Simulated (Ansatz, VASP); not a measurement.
# Cross-check of Sn13H15 (Sn wire along [111], 26 atoms a period, H-terminated) between VASP and Ansatz

Wanted: the spread between two codes on one cell, functional and k mesh. The structure shown is the start of the Ansatz relaxation below; VASP solves that cell, so the two are compared at the walk's first step.

Main program and level: Ansatz 0.2.0; plane waves, with VASP 6.6.1 beside it; PBE.

## (1) Starting point

The cell holds 56 atoms: 26 Sn and 30 H. Cell: a = 19.062 Å, b = 18.244 Å, c = 12.137 Å, α = 90.0°, β = 90.0°, γ = 90.0°. Vacuum lies along a and b. The structure's axis is c.

## (2) Ansatz: relaxation, PBE

Ansatz runs on its PAW soft_1 files.

The two programs are compared at the cell with which this relaxation starts, whose forces are those of its first step.

File input.yaml:

```yaml
crystal:
  lattice:
    - [19.062, 0.0, 0.0]
    - [0.0, 18.244, 0.0]
    - [0.0, 0.0, 12.1369625286]
  atoms:
    - { symbol: Sn, position: [0.252029658, 0.508204904, 0.002267173] }
    - { symbol: Sn, position: [0.369207943, 0.720284581, 0.002261566] }
    - { symbol: Sn, position: [0.5, 0.500006818, 0.999977849] }
    - { symbol: Sn, position: [0.630792057, 0.720284581, 0.002261566] }
    - { symbol: Sn, position: [0.252029658, 0.491816201, 0.247732827] }
    - { symbol: Sn, position: [0.369207943, 0.279736524, 0.247738434] }
    - { symbol: Sn, position: [0.382809241, 0.728494697, 0.247725461] }
    - { symbol: Sn, position: [0.5, 0.500014287, 0.250022151] }
    - { symbol: Sn, position: [0.630792057, 0.279736524, 0.247738434] }
    - { symbol: Sn, position: [0.617190759, 0.728494697, 0.247725461] }
    - { symbol: Sn, position: [0.747970342, 0.491816201, 0.247732827] }
    - { symbol: H, position: [0.18137831, 0.438459763, 0.290731071] }
    - { symbol: H, position: [0.240786982, 0.577109076, 0.310636779] }
    - { symbol: H, position: [0.289660872, 0.242482923, 0.290753122] }
    - { symbol: H, position: [0.306482153, 0.696049896, 0.310630688] }
    - { symbol: H, position: [0.391695919, 0.819101464, 0.290739151] }
    - { symbol: H, position: [0.434291001, 0.226918133, 0.310614853] }
    - { symbol: H, position: [0.565708999, 0.226918133, 0.310614853] }
    - { symbol: H, position: [0.608304081, 0.819101464, 0.290739151] }
    - { symbol: H, position: [0.710339128, 0.242482923, 0.290753122] }
    - { symbol: H, position: [0.693517847, 0.696049896, 0.310630688] }
    - { symbol: H, position: [0.759213018, 0.577109076, 0.310636779] }
    - { symbol: H, position: [0.81862169, 0.438459763, 0.290731071] }
    - { symbol: Sn, position: [0.377029687, 0.425835893, 0.332199238] }
    - { symbol: Sn, position: [0.5, 0.648375089, 0.332189977] }
    - { symbol: Sn, position: [0.622970313, 0.425835893, 0.332199238] }
    - { symbol: Sn, position: [0.379219096, 0.427149313, 0.581524502] }
    - { symbol: Sn, position: [0.5, 0.645735949, 0.58151627] }
    - { symbol: Sn, position: [0.620780904, 0.427149313, 0.581524502] }
    - { symbol: H, position: [0.304795556, 0.617764372, 0.617155265] }
    - { symbol: H, position: [0.5, 0.264497841, 0.6171591] }
    - { symbol: H, position: [0.695204444, 0.617764372, 0.617155265] }
    - { symbol: H, position: [0.304795556, 0.382256733, 0.632844735] }
    - { symbol: H, position: [0.5, 0.735523264, 0.6328409] }
    - { symbol: H, position: [0.695204444, 0.382256733, 0.632844735] }
    - { symbol: Sn, position: [0.379219096, 0.572871792, 0.668475498] }
    - { symbol: Sn, position: [0.5, 0.354285156, 0.66848373] }
    - { symbol: Sn, position: [0.620780904, 0.572871792, 0.668475498] }
    - { symbol: Sn, position: [0.377029687, 0.574185212, 0.917800762] }
    - { symbol: Sn, position: [0.5, 0.351646016, 0.917810023] }
    - { symbol: Sn, position: [0.622970313, 0.574185212, 0.917800762] }
    - { symbol: H, position: [0.18137831, 0.561561342, 0.959268929] }
    - { symbol: H, position: [0.240786982, 0.422912029, 0.939363221] }
    - { symbol: H, position: [0.306482153, 0.303971209, 0.939369312] }
    - { symbol: H, position: [0.289660872, 0.757538182, 0.959246878] }
    - { symbol: H, position: [0.391695919, 0.180919641, 0.959260849] }
    - { symbol: H, position: [0.434291001, 0.773102972, 0.939385147] }
    - { symbol: H, position: [0.565708999, 0.773102972, 0.939385147] }
    - { symbol: H, position: [0.608304081, 0.180919641, 0.959260849] }
    - { symbol: H, position: [0.693517847, 0.303971209, 0.939369312] }
    - { symbol: H, position: [0.710339128, 0.757538182, 0.959246878] }
    - { symbol: H, position: [0.759213018, 0.422912029, 0.939363221] }
    - { symbol: H, position: [0.81862169, 0.561561342, 0.959268929] }
    - { symbol: Sn, position: [0.382809241, 0.271526408, 0.002274539] }
    - { symbol: Sn, position: [0.617190759, 0.271526408, 0.002274539] }
    - { symbol: Sn, position: [0.747970342, 0.508204904, 0.002267173] }
kpoints:
  mp_grid: { grid: [1, 1, 5] }
  band_path: { path: ["Γ", Z], npoints: 90 }
scf:
  occupations: { method: fermi_dirac, width: 0.05 }
hamiltonian:
  xc: pbe
  pseudopotentials: { kind: paw, azcp: { folder: soft_1 } }
relax:
  max_steps: 40
  f_tol: 0.02
output:
  stress: true
```

Run with:

```
$ ansatz run input.yaml --threads 16 --pin off --max-ram 61440MiB --backend cuda --events-out ev --progress --plain --runs-dir out --max-vram 78GiB
```

Numbers of over 12 decimals in the logs are rounded to 6 here.

The log of the run:

```text
Warning: output.stress: scf.convergence.dr2_threshold = 1e-7 eV (the SCF's general default) is looser than the 5.6e-9 eV advised for a printed stress (1e-10 eV for each atom of the cell: 56). What an SCF threshold leaves in a stress goes as its square root, and in the free energy as the threshold itself, and one threshold admits the most on a small cell: [figures from the program's tests cut] Every solve of this run answers to scf.convergence.dr2_threshold,  [...]
Engine: ansatz 0.2.0, aarch64-unknown-linux-gnu
Pseudopotentials: kind: paw
Pseudopotential: Sn, paw, valence charge 14, recommended cutoff 420 eV (normal), soft_1/Sn.paw.azcp
Pseudopotential: H, paw, valence charge 1, recommended cutoff 420 eV (normal), soft_1/H.paw.azcp
Functional definition: PBE
  parameter kappa = 0.804
  parameter beta = 0.066725
  exchange = pbe_x(kappa = kappa, mu = beta*pi^2/3)
  correlation = pbe_c(beta = beta)
[...]
Crystal: 56 atoms, lattice volume = 4220.837 Å³
Basis set: ecut = 420 eV, 82567 PW (Γ), exchange–correlation on 256×250×180 points (8 copies of the dense FFT grid, shifted against one another)
Bands: 253, of which v1, the nominal top of the filled ones, is band 197 counted from 1 (196 counted from 0)
Symmetry: 4 space group operations
Space group: P2/m (ITA 10), of the structure as read, at distance tolerance 1.6e-4 Å
k-points: 3 of 5
Non-local potential: Sn, projectors of the file, l = 0: 2, l = 1: 2, l = 2: 2, l = 3: 1
Non-local potential: H, projectors of the file, l = 0: 2, l = 1: 1
PAW form: soft (Blöchl's): semilocal exchange-correlation on the pseudo side does not see the compensation charge
PAW one-centre angular grid: Sn, 590 points (default); XC on 64 Gauss nodes
PAW one-centre angular grid: H, 110 points (default); XC on 64 Gauss nodes
Initial density: superposition of atomic densities (neutral atoms: chi_scale 0, normalization atom)
Initial wavefunctions: pseudopotential atomic-orbital guess
[...]
Functional: x = pbe(κ = 0.804, μ = 0.219515), c = pbe(β = 0.066725)
SCF iter   1: F=—  HF=-157102.741972 eV  |F-HF|=—  |Δ(HF+E_count)|=         —  Δρ=2.57e-2  dr2=2.95e1  ethr=3.10e-3  ⟨swp⟩=6.3  Hψ=3412  notcnv=0  defer=81
preconditioner: auto → Resta (q_TF=auto, 1.838 Å⁻¹)  ε∞=1.7  [insulator: Δε(μ)=0.764 eV  Ē_g=8.005 eV  σ=0.050 eV  W_gap=1.00  n_scr=450 (ndim 8)  ℏωp=6.6 eV  f_vac=0.624  D(μ)=0.01/eV (n_scr^D=0)  ε∞_Penn≈1.7  vacuum switching on, ρ_ref=4.6e-3 e/Å³]
SCF iter   2: F=—  HF=-157095.405331 eV  |F-HF|=—  |Δ(HF+E_count)|=    7.34e0  Δρ=9.04e-3  dr2=5.17e0  ethr=3.10e-3  ⟨swp⟩=3.0  Hψ=1084  notcnv=0  defer=146
[...]
SCF iter   9: F=-157094.195010 eV  HF=-157094.195008 eV  |F-HF|=2.32e-6  |Δ(HF+E_count)|=   7.39e-7  Δρ=4.92e-6  dr2=1.50e-6  ethr=2.54e-9  ⟨swp⟩=4.0  Hψ=2339  notcnv=0
SCF 1 converged in 9 iterations: F = -157094.195010 eV  dr2 = 1.50e-6
  greatest PAW one-centre occupation: 0.991 electrons in one spin orbital (limit 2), on the Sn atom at site 36 (counted from 0), in its partial waves of l = 2
relax step   1: F+E_penalty+E_count = -157094.19501012 eV  Δ(F+E_penalty+E_count) = +0.000e0 eV  max|allowed force component| = 4.026e-1 eV/Å  Δτ_max = 0.0000 Å  (9 SCF iters, dr2 threshold 1.00e-5 eV, accepted)
[...]
relax step   2: F+E_penalty+E_count = -157093.17750078 eV  Δ(F+E_penalty+E_count) = +1.018e0 eV  max|allowed force component| = 2.257e0 eV/Å  Δτ_max = 0.1970 Å  (7 SCF iters, dr2 threshold 1.01e-5 eV, rejected (line search))
[...]
relax step   3: F+E_penalty+E_count = -157094.61584019 eV  Δ(F+E_penalty+E_count) = -4.208e-1 eV  max|allowed force component| = 2.855e-1 eV/Å  Δτ_max = 0.0985 Å  (9 SCF iters, accepted)
[...]
relax step   4: F+E_penalty+E_count = -157094.77628007 eV  Δ(F+E_penalty+E_count) = -1.604e-1 eV  max|allowed force component| = 5.912e-2 eV/Å  Δτ_max = 0.1000 Å  (7 SCF iters, dr2 threshold 5.09e-6 eV, accepted)
[...]
relax step   5: F+E_penalty+E_count = -157094.78365925 eV  Δ(F+E_penalty+E_count) = -7.379e-3 eV  max|allowed force component| = 6.052e-3 eV/Å  Δτ_max = 0.0254 Å  (8 SCF iters, accepted)
[...]
SCF converged after 8 iterations
[...]
--- Relaxed structure (5 steps of the walk, 4 accepted, 0 SCFs on fresh bases) ---
  F+E_penalty+E_count = -157094.78365925 eV   max|allowed force component| = 6.052e-3 eV/Å
  atoms:
    - { symbol: Sn, position: [0.256840, 0.507313, 0.00800296] }
    - { symbol: Sn, position: [0.372365, 0.716394, 0.0079933] }
    - { symbol: Sn, position: [0.5, 0.500013, 1.003969] }
    - { symbol: Sn, position: [0.627635, 0.716394, 0.0079933] }
    - { symbol: Sn, position: [0.256840, 0.492709, 0.241997] }
    - { symbol: Sn, position: [0.372365, 0.283627, 0.242007] }
    - { symbol: Sn, position: [0.384467, 0.723690, 0.241988] }
    - { symbol: Sn, position: [0.5, 0.500008, 0.246031] }
    - { symbol: Sn, position: [0.627635, 0.283627, 0.242007] }
    - { symbol: Sn, position: [0.615533, 0.723690, 0.241988] }
    - { symbol: Sn, position: [0.743160, 0.492709, 0.241997] }
    - { symbol: H, position: [0.184802, 0.439129, 0.276103] }
    - { symbol: H, position: [0.241703, 0.578272, 0.298707] }
    - { symbol: H, position: [0.291934, 0.245240, 0.276119] }
    - { symbol: H, position: [0.305981, 0.694616, 0.298719] }
    - { symbol: H, position: [0.392873, 0.815664, 0.276090] }
    - { symbol: H, position: [0.435721, 0.227162, 0.298732] }
    - { symbol: H, position: [0.564279, 0.227162, 0.298732] }
    - { symbol: H, position: [0.607127, 0.815664, 0.276090] }
    - { symbol: H, position: [0.708066, 0.245240, 0.276119] }
    - { symbol: H, position: [0.694019, 0.694616, 0.298719] }
    - { symbol: H, position: [0.758297, 0.578272, 0.298707] }
    - { symbol: H, position: [0.815198, 0.439129, 0.276103] }
    - { symbol: Sn, position: [0.379322, 0.427209, 0.334838] }
    - { symbol: Sn, position: [0.5, 0.645607, 0.334833] }
    - { symbol: Sn, position: [0.620678, 0.427209, 0.334838] }
    - { symbol: Sn, position: [0.380938, 0.428189, 0.576656] }
    - { symbol: Sn, position: [0.5, 0.643653, 0.576658] }
    - { symbol: Sn, position: [0.619062, 0.428189, 0.576656] }
    - { symbol: H, position: [0.304998, 0.617643, 0.632573] }
    - { symbol: H, position: [0.5, 0.264746, 0.632580] }
    - { symbol: H, position: [0.695002, 0.617643, 0.632573] }
    - { symbol: H, position: [0.304998, 0.382379, 0.617427] }
    - { symbol: H, position: [0.5, 0.735275, 0.617420] }
    - { symbol: H, position: [0.695002, 0.382379, 0.617427] }
    - { symbol: Sn, position: [0.380938, 0.571832, 0.673344] }
    - { symbol: Sn, position: [0.5, 0.356368, 0.673342] }
    - { symbol: Sn, position: [0.619062, 0.571832, 0.673344] }
    - { symbol: Sn, position: [0.379322, 0.572812, 0.915162] }
    - { symbol: Sn, position: [0.5, 0.354415, 0.915167] }
    - { symbol: Sn, position: [0.620678, 0.572812, 0.915162] }
    - { symbol: H, position: [0.184802, 0.560892, 0.973897] }
    - { symbol: H, position: [0.241703, 0.421749, 0.951293] }
    - { symbol: H, position: [0.305981, 0.305406, 0.951281] }
    - { symbol: H, position: [0.291934, 0.754781, 0.973881] }
    - { symbol: H, position: [0.392873, 0.184357, 0.973910] }
    - { symbol: H, position: [0.435721, 0.772859, 0.951268] }
    - { symbol: H, position: [0.564279, 0.772859, 0.951268] }
    - { symbol: H, position: [0.607127, 0.184357, 0.973910] }
    - { symbol: H, position: [0.694019, 0.305406, 0.951281] }
    - { symbol: H, position: [0.708066, 0.754781, 0.973881] }
    - { symbol: H, position: [0.758297, 0.421749, 0.951293] }
    - { symbol: H, position: [0.815198, 0.560892, 0.973897] }
    - { symbol: Sn, position: [0.384467, 0.276331, 0.00801157] }
    - { symbol: Sn, position: [0.615533, 0.276331, 0.00801157] }
    - { symbol: Sn, position: [0.743160, 0.507313, 0.00800296] }
```

(Part 1 of 2 ends here.)

[Lines on the potential files, build, host, timing and source positions are cut from VASP's logs without a mark.]

[Logs are printed without paths, hosts, clocks, repeated set-up lines and the standing remarks that a program may print on its own settings, such as how far it seeks lower states.]

[Hosts, paths, dates, database ids (printed as entryN), source tags and the programs' standing remarks are cut or masked in the printed files.]
